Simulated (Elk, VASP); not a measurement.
An input for Elk (PBE+U, all-electron FP-LAPW, Elk's shipped species files, LAPW+lo basis):

```
tasks
  0

xctype
  20

rgkmax
  7.5

gmaxvr
  14.0

nxoapwlo
  1

rmtscf
  0.88

stype
  0

swidth
  0.00499791

dft+u
  1 1   : dftu, inpdftu
  1 2  0.110248  0.000000   : is, l, U, J

scale
  1.889726125

avec
    0.0000000000    2.1950000000    2.1950000000
    2.1950000000    0.0000000000    2.1950000000
    2.1950000000    2.1950000000    0.0000000000

atoms
  2   : nspecies
  'Nb.in'   : spfname
  1   : natoms; atposl, bfcmt below
  0.0000000000  0.0000000000  0.0000000000    0.0 0.0 0.0
  'N.in'   : spfname
  1   : natoms; atposl, bfcmt below
  0.5000000000  0.5000000000  0.5000000000    0.0 0.0 0.0

ngridk
  17 17 17
```

Translate it to VASP.

One set of files that does it:

**INCAR**
```
LMAXMIX  =  4
LDAU  =  .TRUE.
SYSTEM  =  NbN
ENCUT  =  400
PREC  =  Accurate
ISIF  =  2   ! forces and stress, cell fixed
ISMEAR  =  0   ! Gaussian
LASPH  =  .TRUE.   ! aspherical one-centre terms
LREAL  =  .FALSE.   ! projection in real space or not
LDAUU  =  3.0 0
LDAUL  =  2 -1
LWAVE  =  .FALSE.
LCHARG  =  .FALSE.
LDAUJ  =  0 0
SIGMA  =  0.136
EDIFF  =  1E-6   ! SCF stop (eV)
NELM  =  100
GGA  =  PE
ALGO  =  Normal   ! blocked Davidson
LDAUTYPE  =  2
```

### KPOINTS
```
Regular mesh
0
G
 17 17 17
```

**POSCAR**
```
NbN
1
    0.0000000000     2.1950000000     2.1950000000
    2.1950000000     0.0000000000     2.1950000000
    2.1950000000     2.1950000000     0.0000000000
Nb N
1 1
Direct
  0.0000000000   0.0000000000   0.0000000000
  0.5000000000   0.5000000000   0.5000000000
```

POTCAR, in this order: Nb_sv N (PBE.64 set). Program: vasp_std.

Both are inputs of real runs that ended normally. What can't carry over is the choice of potentials or basis and its cut-off, and each code's defaults.

VASP also gives the stress here, which the Elk input doesn't ask for.

The structure is a typed NbN crystal (Fm-3m). The cell was not relaxed at this level, and it may have been scaled.
